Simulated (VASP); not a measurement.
# ZnCd3Se3S (Pmm2) in VASP: single point with r2SCAN

Aim: the single point of ZnCd3Se3S with r2SCAN.

All numbers are computed with VASP 6.6.1; they aren't measurements. Logs are shortened: lines on timing, memory, paths and dates and some standing lists are left out, and cuts for length are marked.

## (1) The structure

Symmetry: Pmm2, No. 25, orthorhombic system. Conventional cell: a = 4.226 Å, b = 4.251 Å, c = 12.129 Å, α = 90.00°, β = 90.00°, γ = 90.00°. Around Zn (site symmetry mm2) lie 2 S at 2.43 Å and 2 Se at 2.51 Å. Cd (site symmetry mm2) has 4 Se at 2.67 Å as nearest neighbours. Cd (site symmetry mm2) has 4 Se at 2.67 Å as nearest neighbours. Cd (site symmetry mm2) has 2 S at 2.58 Å and 2 Se at 2.67 Å as nearest neighbours. Around Se (site symmetry mm2) lie 4 Cd at 2.67 Å. Se (site symmetry mm2) is surrounded by 4 Cd at 2.67 Å. Se (site symmetry mm2) has 2 Zn at 2.51 Å and 2 Cd at 2.67 Å as nearest neighbours. S (site symmetry mm2) has 2 Zn at 2.43 Å and 2 Cd at 2.58 Å as nearest neighbours.

The cell was built by a generator and needn't be a form met in nature.

## (2) Single point, r2SCAN

INCAR

```
SYSTEM = ZnCd3Se3S
ALGO     = Normal         ! electronic algorithm
EDIFF    = 1E-6           ! SCF threshold, eV
ENCUT    = 520            ! plane-wave cutoff, eV
ISIF     = 2              ! what is computed and relaxed
ISMEAR   = 0              ! smearing method
KPAR     = 4            
LASPH    = .True.         ! aspherical terms in the spheres
LCHARG   = .False.        ! write CHGCAR
LMIXTAU  = .True.       
LREAL    = .False.        ! projectors in reciprocal space
LWAVE    = .False.        ! write WAVECAR
METAGGA  = R2SCAN         ! meta-GGA
NELM     = 150            ! most SCF steps
PREC     = Accurate       ! precision mode
SIGMA    = 0.03           ! smearing width, eV
```

KPOINTS

```
k-points
0
Gamma
  6 6 2
  0 0 0
```

POSCAR

```
ZnCd3Se3S
1.0
    4.2263400000      0.0000000000      0.0000000000
    0.0000000000      4.2512300000      0.0000000000
    0.0000000000      0.0000000000     12.1291700000
Zn Cd Se S
1 3 3 1
Direct
    0.0000000000      0.0000000000      0.9910410000
    0.0000000000      0.0000000000      0.5035930000
    0.5000000000      0.5000000000      0.2358970000
    0.5000000000      0.5000000000      0.7708290000
    0.0000000000      0.5000000000      0.6365920000
    0.5000000000      0.0000000000      0.3690930000
    0.0000000000      0.5000000000      0.1011640000
    0.5000000000      0.0000000000      0.8919170000
```

Potentials or basis: VASP PAW PBE potentials, release 64 (Zn, Cd, Se, S).

On the command line:

```
> cat potpaw_PBE.64/Zn/POTCAR potpaw_PBE.64/Cd/POTCAR potpaw_PBE.64/Se/POTCAR potpaw_PBE.64/S/POTCAR > POTCAR
> mpirun -np 4 vasp_std > vasp.out
```

OUTCAR:

```text
SYSTEM = ZnCd3Se3S
   EDIFF = 1E-6
   ENCUT = 520
   ISIF = 2
   ISMEAR = 0
   LASPH = .True.
   LREAL = .False.
   METAGGA = R2SCAN
   NELM = 150
   PREC = Accurate

 ion  position               nearest neighbor table
   1  0.000  0.000  0.991-   8 2.43   8 2.43   7 2.51   7 2.51
   2  0.000  0.000  0.504-   5 2.67   5 2.67   6 2.67   6 2.67
   3  0.500  0.500  0.236-   6 2.67   6 2.67   7 2.67   7 2.67
   4  0.500  0.500  0.771-   8 2.58   8 2.58   5 2.67   5 2.67
   5  0.000  0.500  0.637-   4 2.67   4 2.67   2 2.67   2 2.67
   6  0.500  0.000  0.369-   2 2.67   2 2.67   3 2.67   3 2.67
   7  0.000  0.500  0.101-   1 2.51   1 2.51   3 2.67   3 2.67
   8  0.500  0.000  0.892-   1 2.43   1 2.43   4 2.58   4 2.58

  LATTYP: Found a simple orthorhombic cell.
 ALAT       =     4.2263400000
 B/A-ratio  =     1.0058892564
 C/A-ratio  =     2.8698992509

  Lattice vectors:

 A1 = (   4.2263400000,   0.0000000000,   0.0000000000)
 A2 = (   0.0000000000,   4.2512300000,   0.0000000000)
 A3 = (   0.0000000000,   0.0000000000,  12.1291700000)

Analysis of symmetry for initial positions (statically):
=====================================================================
 Subroutine PRICEL returns:
 Original cell was already a primitive cell.

 Routine SETGRP: Setting up the symmetry group for a
 simple orthorhombic supercell.

 Subroutine GETGRP returns: Found  4 space group operations
 (whereof  4 operations were pure point group operations)
 out of a pool of  8 trial point group operations.

The static configuration has the point symmetry C_2v.

Analysis of symmetry for dynamics (positions and initial velocities):
=====================================================================
 Subroutine PRICEL returns:
 Original cell was already a primitive cell.

 Routine SETGRP: Setting up the symmetry group for a
 simple orthorhombic supercell.

 Subroutine GETGRP returns: Found  4 space group operations
 (whereof  4 operations were pure point group operations)
 out of a pool of  8 trial point group operations.

The dynamic configuration has the point symmetry C_2v.

 Subroutine INISYM returns: Found  4 space group operations
 (whereof  4 operations are pure point group operations),
 and found     1 'primitive' translations

----------------------------------------------------------------------------------------

                                     Primitive cell

  volume of cell :     217.9265

  direct lattice vectors                    reciprocal lattice vectors
     4.226340000  0.000000000  0.000000000     0.236611347  0.000000000  0.000000000
     0.000000000  4.251230000  0.000000000     0.000000000  0.235226040  0.000000000
     0.000000000  0.000000000 12.129170000     0.000000000  0.000000000  0.082445872

  length of vectors
     4.226340000  4.251230000 12.129170000     0.236611347  0.235226040  0.082445872

  position of ions in fractional coordinates (direct lattice)
     0.000000000  0.000000000  0.991041000
     0.000000000  0.000000000  0.503593000
     0.500000000  0.500000000  0.235897000
     0.500000000  0.500000000  0.770829000
     0.000000000  0.500000000  0.636592000
     0.500000000  0.000000000  0.369093000
     0.000000000  0.500000000  0.101164000
     0.500000000  0.000000000  0.891917000

  ion indices of the primitive-cell ions
   primitive index   ion index
                 1           1
                 2           2
                 3           3
                 4           4
                 5           5
                 6           6
                 7           7
                 8           8

----------------------------------------------------------------------------------------

 KPOINTS: k-points

Automatic generation of k-mesh.
 Grid dimensions read from file:
 generate k-points for:    6    6    2

 Generating k-lattice:

  Cartesian coordinates                     Fractional coordinates (reciprocal lattice)
     0.039435224  0.000000000  0.000000000     0.166666667  0.000000000  0.000000000
     0.000000000  0.039204340  0.000000000     0.000000000  0.166666667  0.000000000
     0.000000000  0.000000000  0.041222936     0.000000000  0.000000000  0.500000000

  Length of vectors
     0.039435224  0.039204340  0.041222936

  Shift w.r.t. Gamma in fractional coordinates (k-lattice)
     0.000000000  0.000000000  0.000000000

 Subroutine IBZKPT returns following result:
 ===========================================

 Found     32 irreducible k-points:

 Following reciprocal coordinates:
            Coordinates               Weight
  0.000000  0.000000  0.000000      1.000000
  0.166667  0.000000  0.000000      2.000000
  0.333333  0.000000  0.000000      2.000000
  0.500000  0.000000  0.000000      1.000000
  0.000000  0.166667  0.000000      2.000000
  0.166667  0.166667  0.000000      4.000000
[... 16 lines left out ...]
  0.333333  0.166667  0.500000      4.000000
  0.500000  0.166667  0.500000      2.000000
 [... further k-points ...]
   k-points           NKPTS =     32   k-points in BZ     NKDIM =     32   number of bands    NBANDS=     43
   number of dos      NEDOS =    301   number of ions     NIONS =      8
   total plane-waves  NPLWV =  92160
   dimension x,y,z NGX =    32 NGY =   32 NGZ =   90
   dimension x,y,z NGXF=    64 NGYF=   64 NGZF=  180
   ions per type =               1   3   3   1
   NGX,Y,Z   is equivalent  to a cutoff of  12.59, 12.51, 12.34 a.u.
   NGXF,Y,Z  is equivalent  to a cutoff of  25.17, 25.03, 24.67 a.u.
 SYSTEM =  ZnCd3Se3S
   PREC   = accura    normal or accurate (medium, high low for compatibility)
   ISTART =      0    job   : 0-new  1-cont  2-samecut
   ICHARG =      2    charge: 1-file 2-atom 10-const
   ISPIN  =      1    spin polarized calculation?
   LNONCOLLINEAR =      F non collinear calculations
   LSORBIT =      F    spin-orbit coupling
   LASPH  =      T    aspherical Exc in radial PAW
   ENCUT  =  520.0 eV  38.22 Ry    6.18 a.u.   7.86  7.90 22.55*2*pi/ulx,y,z
   NELM   =    150;   NELMIN=  2; NELMDL= -5     # of ELM steps
   EDIFF  = 0.1E-05   stopping-criterion for ELM
   LREAL  =      F    real-space projection
   EDIFFG = 0.1E-04   stopping-criterion for IOM
   NSW    =      0    number of steps for IOM
   IBRION =     -1    ionic relax: 0-MD 1-quasi-New 2-CG
   NFREE  =      0    steps in history (QN), initial steepest desc. (CG)
   ISIF   =      2    stress and relaxation
   ISYM   =      2    0-nonsym 1-usesym 2-fastsym
   POTIM  = 0.5000    time-step for ionic-motion
   TEBEG  =    0.0;   TEEND  =   0.0 temperature during run
   PSTRESS=    0.0 pullay stress
   NELECT =      72.0000    total number of electrons
   NUPDOWN=      -1.0000    fix difference up-down
   EMIN   =  10.00;   EMAX   =-10.00  energy-range for DOS
   EFERMI =   0.00;   METHOD = LEGACY
   ISMEAR =     0;   SIGMA  =   0.03  broadening in eV -4-tet -1-fermi 0-gaus
   EFERMI_NEDOS =   21; number of points for ismear=-14 and -15
   IALGO  =     38    algorithm
   IMIX   =      4    mixing-type and parameters
     AMIX     =   0.40;   BMIX     =  1.00
     AMIX_MAG =   1.60;   BMIX_MAG =  1.00
  volume/ion in A,a.u.               =      27.24       183.83
  Fermi-wavevector in a.u.,A,eV,Ry     =   1.131746  2.138690 17.427008  1.280849
  Thomas-Fermi vector in A             =   2.268446
   LORBIT       =      0    0 simple, 1 ext, 2 COOP (PROOUT), +10 PAW based schemes
   METAGGA = R2SCAN    functional components
   LHFCALC =     F    Hartree Fock is set to
   AEXX    =    0.0000 exact exchange contribution
   IVDW    =     0    specifies the selected vdW correction
   LEPSILON=     F    determine dielectric tensor
   LRPA    =     F    only Hartree local field effects (RPA)
 non-spin polarized calculation
 Gauss-broadening in eV      SIGMA  =   0.03
  energy-cutoff  :      520.00
  volume of cell :      217.93
 maximum number of plane-waves:      5896
 NGX is ok and might be reduce to    32
   NGX = 15   NGY = 15   NGZ = 45

 number of electron      72.0000035 magnetization

 Free energy of the ion-electron system (eV)
  ---------------------------------------------------
  ext. energy  EPLUGINS =         0.00000000
  ---------------------------------------------------
  free energy    TOTEN  =      -126.29918428 eV

  energy without entropy =     -126.29918428  energy(sigma->0) =     -126.29918428

 E-fermi :   0.7784     XC(G=0):  -9.3835

 val. band max:        0.5909815125   @ k =   0.0000   0.0000   0.0000
 cond. band min:       1.6956386051   @ k =   0.0000   0.0000   0.0000
 fundamental gap:      1.1046570926
 Fermi energy:         0.7784060272

 k-point     1 :       0.0000    0.0000    0.0000
  band No.  band energies     occupation
      1     -12.4269      2.00000
      2     -12.0760      2.00000
      3     -11.9826      2.00000
      4     -11.7412      2.00000
      5      -7.4400      2.00000
      6      -7.4377      2.00000
[... 35 lines left out ...]
     42       5.3366      0.00000
     43       5.4745      0.00000

 k-point     2 :       0.1667    0.0000    0.0000
  band No.  band energies     occupation
      1     -12.3472      2.00000
      2     -12.0330      2.00000
      3     -11.9523      2.00000
      4     -11.7466      2.00000
      5      -7.4321      2.00000
      6      -7.4282      2.00000
[... 35 lines left out ...]
     42       5.9260      0.00000
     43       6.1597      0.00000

 k-point     3 :       0.3333    0.0000    0.0000
  band No.  band energies     occupation
      1     -12.1510      2.00000
      2     -11.9402      2.00000
      3     -11.8977      2.00000
      4     -11.7884      2.00000
      5      -7.4125      2.00000
      6      -7.3981      2.00000
[... 919 lines left out ...]
      6      -7.3707      2.00000
[... 35 lines left out ...]
     42       6.2322      0.00000
     43       6.3484      0.00000

 k-point    24 :       0.5000    0.1667    0.5000
  band No.  band energies     occupation
      1     -11.9251      2.00000
      2     -11.8853      2.00000
      3     -11.8366      2.00000
      4     -11.8363      2.00000
      5      -7.3702      2.00000
      6      -7.3676      2.00000
[... 35 lines left out ...]
     42       6.4170      0.00000
     43       6.5213      0.00000

 [... further k-points ...]

------------------------ aborting loop because EDIFF is reached ----------------------------------------

  FORCE on cell =-STRESS in cart. coord.  units (eV):
  Direction    XX          YY          ZZ          XY          YZ          ZX
  --------------------------------------------------------------------------------------
  -------------------------------------------------------------------------------------
  Total       -2.2555104     -2.2241736     -2.2681609      0.0000000      0.0000000      0.0000000
  in kB      -16.5823201    -16.3519346    -16.6753255      0.0000000      0.0000000      0.0000000
  external PRESSURE =     -16.5365268 kB  Pullay stress =       0.0000000 kB

 VOLUME and BASIS-vectors are now :
 -----------------------------------------------------------------------------
  energy-cutoff  :      520.00
  volume of cell :      217.93
      direct lattice vectors                 reciprocal lattice vectors
     4.226340000  0.000000000  0.000000000     0.236611347  0.000000000  0.000000000
     0.000000000  4.251230000  0.000000000     0.000000000  0.235226040  0.000000000
     0.000000000  0.000000000 12.129170000     0.000000000  0.000000000  0.082445872

 POSITION                                       TOTAL-FORCE (eV/Angst)
 -----------------------------------------------------------------------------------
      0.00000      0.00000     12.02050         0.000000      0.000000      0.028972
      0.00000      0.00000      6.10817         0.000000      0.000000     -0.002361
      2.11317      2.12561      2.86123         0.000000      0.000000     -0.006400
      2.11317      2.12561      9.34952         0.000000      0.000000     -0.014788
      0.00000      2.12561      7.72133         0.000000      0.000000     -0.000642
      2.11317      0.00000      4.47679         0.000000      0.000000     -0.002542
      0.00000      2.12561      1.22704         0.000000      0.000000     -0.024481
      2.11317      0.00000     10.81821         0.000000      0.000000      0.022243
 -----------------------------------------------------------------------------------
    total drift:                                0.000000      0.000000      0.009042

  FREE ENERGIE OF THE ION-ELECTRON SYSTEM (eV)
  ---------------------------------------------------
  free  energy   TOTEN  =      -126.2991842751 eV

  energy  without entropy=     -126.2991842751  energy(sigma->0) =     -126.29918428
```

Run time: 5 min. Hardware: 4 MPI ranks of Intel Xeon Platinum 8488C (Sapphire Rapids), shared host; peak memory 0.53 GiB.

Results:

```yaml
Free_energy: -126.2992 eV
Pressure: -1.7 GPa
Largest_force: 0.029 eV/Å
Band_gap_on_the_k_mesh: 1.10 eV, direct
```

Forces in eV/Å, atoms in the order of the input:
```
Zn   0.000  0.000  0.029
Cd   0.000  0.000 -0.002
Cd   0.000  0.000 -0.006
Cd   0.000  0.000 -0.015
Se   0.000  0.000 -0.001
Se   0.000  0.000 -0.003
Se   0.000  0.000 -0.024
S    0.000  0.000  0.022
```

Levels at points of the mesh, in eV from the valence-band top:
| k point | band 32 | band 33 | band 34 | band 35 | band 36 | band 37 | band 38 | band 39 | band 40 | band 41 |
| --- | --- | --- | --- | --- | --- | --- | --- | --- | --- | --- |
| (0.00, 0.00, 0.00) | -1.02 | -0.80 | -0.20 | -0.07 | 0.00 | 1.10 | 3.43 | 3.54 | 3.83 | 4.08 |
| (0.50, 0.00, 0.00) | -1.08 | -0.84 | -0.80 | -0.55 | -0.55 | 2.80 | 2.81 | 4.12 | 4.29 | 5.94 |
| (0.00, 0.50, 0.00) | -0.85 | -0.83 | -0.57 | -0.52 | -0.51 | 2.67 | 2.96 | 4.00 | 4.37 | 6.19 |
| (0.50, 0.50, 0.00) | -2.21 | -1.93 | -1.88 | -1.82 | -1.79 | 3.41 | 3.60 | 3.95 | 4.12 | 5.27 |
| (0.00, 0.00, 0.50) | -1.24 | -0.48 | -0.43 | -0.30 | -0.20 | 2.23 | 2.36 | 3.71 | 3.79 | 3.96 |
| (0.50, 0.00, 0.50) | -1.27 | -1.15 | -1.08 | -0.55 | -0.55 | 3.39 | 3.44 | 3.47 | 3.51 | 6.01 |
| (0.00, 0.50, 0.50) | -1.40 | -1.34 | -0.57 | -0.52 | -0.51 | 3.15 | 3.46 | 3.53 | 3.70 | 6.28 |
| (0.50, 0.50, 0.50) | -2.11 | -2.06 | -1.96 | -1.94 | -1.92 | 4.16 | 4.16 | 4.19 | 4.40 | 4.44 |

Caveat: the PAW data sets were made with another functional, which shifts forces and pressure a little.
